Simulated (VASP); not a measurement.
Calculation: SCAN meta-GGA, VASP's PBE PAW potentials (set 64) (plane waves; VASP).

VASP input:

**KPOINTS**
```
Automatic mesh
0
Gamma
17 17 17
0 0 0
```

**INCAR**
```
SYSTEM = Ta
PREC = Accurate
ENCUT = 520
EDIFF = 1E-7
NELM = 100
ALGO = Normal
LREAL = .FALSE.
LASPH = .TRUE.
ISMEAR = -5
METAGGA = SCAN
LMIXTAU = .TRUE.
LMAXMIX = 6
LWAVE = .FALSE.
LCHARG = .FALSE.
LORBIT = 11
NEDOS = 601
ISIF = 2
```

File POSCAR:
```
Ta
1
   -1.6381339423     1.6381339423     1.6381339423
    1.6381339423    -1.6381339423     1.6381339423
    1.6381339423     1.6381339423    -1.6381339423
Ta
1
Direct
  0.0000000000   0.0000000000   0.0000000000
```

KPOINTS_OPT:
```
k-points along high-symmetry lines
10
Line-mode
Reciprocal
  0.000000   0.000000   0.000000 ! GAMMA
  0.500000  -0.500000   0.500000 ! H

  0.500000  -0.500000   0.500000 ! H
  0.000000  -0.000000   0.500000 ! N

  0.000000  -0.000000   0.500000 ! N
  0.000000   0.000000   0.000000 ! GAMMA

  0.000000   0.000000   0.000000 ! GAMMA
  0.250000   0.250000   0.250000 ! P

  0.250000   0.250000   0.250000 ! P
  0.500000  -0.500000   0.500000 ! H

  0.250000   0.250000   0.250000 ! P
  0.000000  -0.000000   0.500000 ! N
```

POTCAR, in this order: Ta_pv (PBE.64 set). Program: vasp_std.

Output

File OUTCAR:
```
 ion  position               nearest neighbor table
   1  0.000  0.000  0.000-
  LATTYP: Found a body centered cubic cell.
 ALAT       =     3.2762678846
 Subroutine PRICEL returns:
 Original cell was already a primitive cell.
 Subroutine GETGRP returns: Found 48 space group operations
The static configuration has the point symmetry O_h .
The dynamic configuration has the point symmetry O_h .
 Subroutine INISYM returns: Found 48 space group operations
 Subroutine IBZKPT returns following result:
 Found    165 irreducible k-points:

 Following reciprocal coordinates:
            Coordinates               Weight
  0.000000  0.000000  0.000000      1.000000
  0.058824  0.000000  0.000000     12.000000
  0.117647  0.000000  0.000000     12.000000
  0.176471  0.000000  0.000000     12.000000
  0.235294  0.000000  0.000000     12.000000
  0.294118  0.000000  0.000000     12.000000
  0.352941  0.000000  0.000000     12.000000
  0.411765  0.000000  0.000000     12.000000
  0.470588  0.000000  0.000000     12.000000
  0.058824  0.058824  0.000000     24.000000
...
```

OSZICAR:
```
       N       E                     dE             d eps       ncg     rms          rms(c)
DAV:   1    -0.926680962668E+01   -0.92668E+01   -0.66868E+03  2978   0.120E+03
DAV:   2    -0.695765303304E+02   -0.60310E+02   -0.59411E+02  3818   0.256E+02
DAV:   3    -0.703501869122E+02   -0.77366E+00   -0.76303E+00  3429   0.292E+01
DAV:   4    -0.703555470178E+02   -0.53601E-02   -0.53486E-02  3489   0.196E+00
DAV:   5    -0.703555883917E+02   -0.41374E-04   -0.41202E-04  3314   0.133E-01    0.158E+01
DAV:   6    -0.661336206755E+02    0.42220E+01   -0.18664E+00  3095   0.201E+01    0.627E+00
DAV:   7    -0.669279068903E+02   -0.79429E+00   -0.19786E-01  3101   0.692E+00    0.168E+00
DAV:   8    -0.665189314632E+02    0.40898E+00   -0.31615E-01  3029   0.851E+00    0.401E-01
DAV:   9    -0.665935585194E+02   -0.74627E-01   -0.12135E-01  2972   0.447E+00    0.613E-01
DAV:  10    -0.666215413658E+02   -0.27983E-01   -0.76658E-02  2973   0.398E+00    0.124E-01
DAV:  11    -0.666157078821E+02    0.58335E-02   -0.72614E-02  2993   0.339E+00    0.206E-01
DAV:  12    -0.666253846319E+02   -0.96767E-02   -0.20055E-02  3044   0.204E+00    0.227E-01
DAV:  13    -0.666204524412E+02    0.49322E-02   -0.15505E-02  2985   0.173E+00    0.129E-01
DAV:  14    -0.666173006786E+02    0.31518E-02   -0.46861E-03  2987   0.104E+00    0.110E-01
DAV:  15    -0.666172567239E+02    0.43955E-04   -0.16267E-04  3206   0.198E-01    0.818E-02
DAV:  16    -0.666169481980E+02    0.30853E-03   -0.13996E-04  3009   0.170E-01    0.660E-02
DAV:  17    -0.666167484227E+02    0.19978E-03   -0.51604E-04  2983   0.327E-01    0.218E-02
DAV:  18    -0.666166557086E+02    0.92714E-04   -0.18059E-04  3028   0.219E-01    0.842E-03
DAV:  19    -0.666166252826E+02    0.30426E-04   -0.71877E-05  2999   0.138E-01    0.128E-03
DAV:  20    -0.666166272982E+02   -0.20156E-05   -0.14215E-05  3001   0.607E-02    0.140E-03
DAV:  21    -0.666166309917E+02   -0.36935E-05   -0.16426E-06  3114   0.182E-02    0.125E-03
DAV:  22    -0.666166297058E+02    0.12860E-05   -0.10826E-07  2094   0.491E-03    0.103E-03
DAV:  23    -0.666166269990E+02    0.27067E-05   -0.62250E-07  2980   0.108E-02    0.344E-04
DAV:  24    -0.666166254290E+02    0.15700E-05   -0.54706E-07  2975   0.107E-02    0.355E-04
DAV:  25    -0.666166251625E+02    0.26656E-06   -0.28545E-08  1497   0.240E-03    0.361E-04
DAV:  26    -0.666166254961E+02   -0.33368E-06   -0.14537E-08  1491   0.153E-03    0.256E-04
DAV:  27    -0.666166259464E+02   -0.45024E-06   -0.23531E-08  1488   0.206E-03    0.447E-05
DAV:  28    -0.666166260002E+02   -0.53839E-07   -0.24167E-09  1488   0.733E-04
   1 F= -.66616626E+02 E0= -.66616626E+02  d E =0.000000E+00
       N       E                     dE             ncg
```

File OUTCAR:
```
------------------------ aborting loop because EDIFF is reached ----------------------------------------
  FORCE on cell =-STRESS in cart. coord.  units (eV):
  Direction    XX          YY          ZZ          XY          YZ          ZX
  --------------------------------------------------------------------------------------
  Total       -0.0313123     -0.0313123     -0.0313123      0.0000000      0.0000000     -0.0000000
  in kB       -2.8530989     -2.8530989     -2.8530989      0.0000000      0.0000000     -0.0000000
  external PRESSURE =      -2.8530989 kB  Pullay stress =       0.0000000 kB
  volume of cell :       17.58
      direct lattice vectors                 reciprocal lattice vectors
    -1.638133942  1.638133942  1.638133942     0.000000000  0.305225346  0.305225346
     1.638133942 -1.638133942  1.638133942     0.305225346  0.000000000  0.305225346
     1.638133942  1.638133942 -1.638133942     0.305225346  0.305225346  0.000000000
 POSITION                                       TOTAL-FORCE (eV/Angst)
 -----------------------------------------------------------------------------------
      0.00000      0.00000      0.00000        -0.000000      0.000000     -0.000000
 -----------------------------------------------------------------------------------
    total drift:                                0.000000      0.000000      0.000000
  FREE ENERGIE OF THE ION-ELECTRON SYSTEM (eV)
  ---------------------------------------------------
  free  energy   TOTEN  =       -66.6166260002 eV

  energy  without entropy=      -66.6166260002  energy(sigma->0) =      -66.61662600

 total charge

# of ion       s       p       d       tot
------------------------------------------
    1        0.342   6.173   2.450   8.966
```
(Selected blocks of OUTCAR.)

File OUTCAR:
```
 val. band max:        5.3682669172   @ k =  -0.2941   0.4118   0.1176

 cond. band min:       5.3812502397   @ k =  -0.2353   0.2353   0.1176


 Fermi energy:         5.3487850110

 k-point     1 :       0.0000    0.0000    0.0000
  band No.  band energies     occupation
      1     -27.8822      2.00000
      2     -27.8820      2.00000
      3     -27.8819      2.00000
      4      -3.2045      2.00000
      5       6.0660      0.00000
      6       6.0660      0.00000
      7       6.0661      0.00000
      8       9.7423      0.00000
      9       9.7427      0.00000

 k-point     2 :       0.0588    0.0000    0.0000
  band No.  band energies     occupation
      1     -27.9351      2.00000
      2     -27.8980      2.00000
      3     -27.8824      2.00000
      4      -3.0343      2.00000
      5       5.9580      0.00000
      6       6.0375      0.00000
      7       6.2314      0.00000
      8       9.5630      0.00000
      9       9.7423      0.00000

 k-point     3 :       0.1176    0.0000    0.0000
  band No.  band energies     occupation
      1     -28.0849      2.00000
      2     -27.9437      2.00000
      3     -27.8833      2.00000
      4      -2.5448      2.00000
      5       5.6630     -0.05243
      6       5.9145     -0.00220
      7       6.7216      0.00000
      8       9.2002      0.00000
      9       9.7523      0.00000

 k-point     4 :       0.1765    0.0000    0.0000
  band No.  band energies     occupation
      1     -28.3057      2.00000
      2     -28.0123      2.00000
      3     -27.8847      2.00000
      4      -1.8021      2.00000
      5       5.2516      1.51700
      6       5.6446     -0.19105
      7       7.5189      0.00000
      8       8.9747      0.00000
      9       9.7973      0.00000

 k-point     5 :       0.2353    0.0000    0.0000
  band No.  band energies     occupation
      1     -28.5626      2.00000
      2     -28.0938      2.00000
      3     -27.8864      2.00000
...
```

For a metal the tetrahedron method with Blöchl corrections gives inexact stress and forces. Unless said otherwise, spin-orbit coupling is left out, though it shifts the bands of the heavy elements here.

The compound is Ta in the bcc structure. It was relaxed first.
